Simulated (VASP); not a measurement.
Given:

```
Ir2Sc
1.0
    0.00000     3.67400     3.67400
    3.67400     0.00000     3.67400
    3.67400     3.67400     0.00000
Ir Sc
4 2
Direct
  0.62500   0.62500   0.62500
  0.12500   0.62500   0.62500
  0.62500   0.62500   0.12500
  0.62500   0.12500   0.62500
  0.00000   0.00000   0.00000
  0.25000   0.25000   0.25000
```

Computed with PBEsol GGA, VASP's PBE PAW potentials (set 64) (plane waves; VASP 6.6.1). Numerical set-up: 300 eV cut-off, 8×8×8 Γ-centred mesh, Fermi-Dirac smearing of 0.10 eV, potentials Ir Sc_sv.

At this cut-off the stress carries a Pulay error, which pulls relaxed volumes low.

Question: Give the stress tensor in GPa (positive for a compressed cell).

Answer: 
```
-2.32   0.00   0.00
 0.00  -2.32   0.00
 0.00   0.00  -2.32
```
The pressure is its mean diagonal, -2.32 GPa.

The structure comes from a measured ScIr2 entry of the Crystallography Open Database, whose conditions weren't checked. The cell was not relaxed at this level.
